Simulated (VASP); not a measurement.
Method: r2SCAN meta-GGA, VASP's PBE PAW potentials (set 64) (plane waves; VASP).

The input files of a VASP run:

File KPOINTS_OPT:
```
k-points along high-symmetry lines
10
Line-mode
Reciprocal
  0.000000   0.000000   0.000000 ! GAMMA
  0.500000   0.000000   0.500000 ! X

  0.500000   0.000000   0.500000 ! X
  0.625000   0.250000   0.625000 ! U

  0.375000   0.375000   0.750000 ! K
  0.000000   0.000000   0.000000 ! GAMMA

  0.000000   0.000000   0.000000 ! GAMMA
  0.500000   0.500000   0.500000 ! L

  0.500000   0.500000   0.500000 ! L
  0.500000   0.250000   0.750000 ! W

  0.500000   0.250000   0.750000 ! W
  0.500000   0.000000   0.500000 ! X
```

### POSCAR
```
GePd3
4.375430
  0.0000000000   0.7071068331   0.7071068331
  0.7071068331   0.0000000000   0.7071068331
  0.7071068331   0.7071068331   0.0000000000
Ge Pd
1 3
Cartesian
  0.0000000000   0.0000000000   0.0000000000
  0.7071068331   0.7071068331   0.7071068331
  0.3535534166   0.3535534166   0.3535534166
  1.0606602497   1.0606602497   1.0606602497
```

### INCAR
```
! general
SYSTEM  = GePd3
PREC    = Accurate
ENCUT   = 400   ! plane-wave cut-off (eV)
LREAL   = F
LASPH   = T

! electronic loop
EDIFF   = 1E-7
NELM    = 100   ! most electronic steps
ALGO    = Normal
LMAXMIX = 4
LMIXTAU = T

! smearing
ISMEAR  = -5

! functional
METAGGA = R2SCAN

! ions
ISIF    = 2   ! forces and stress, cell fixed

! output
LWAVE   = F
LCHARG  = F
LORBIT  = 11   ! lm-projected
NEDOS   = 601   ! DOS grid

! other
LEFG    = T
```

File KPOINTS:
```
Automatic mesh
0
Gamma
10 10 10
0 0 0
```

POTCAR, in this order: Ge_d Pd (PBE.64 set). Program: vasp_std.

### Question
What will the output report for the number of irreducible k-points (NKPTS), number of bands (NBANDS), largest plane-wave count, number of space-group operations, FFT grid (NGX, NGY, NGZ)?

### Answer

```json
{
 "number of irreducible k-points (NKPTS)": "47",
 "number of bands (NBANDS)": "26",
 "largest_plane_wave_count": "1091",
 "number_of_space_group_operations": "48",
 "FFT grid (NGX, NGY, NGZ)": "30 × 30 × 30"
}
```

The structure was generated: GePd3 was put into the D03 type (Fm-3m), which need not be its known phase. It was relaxed first, which changed the volume by -9 %.
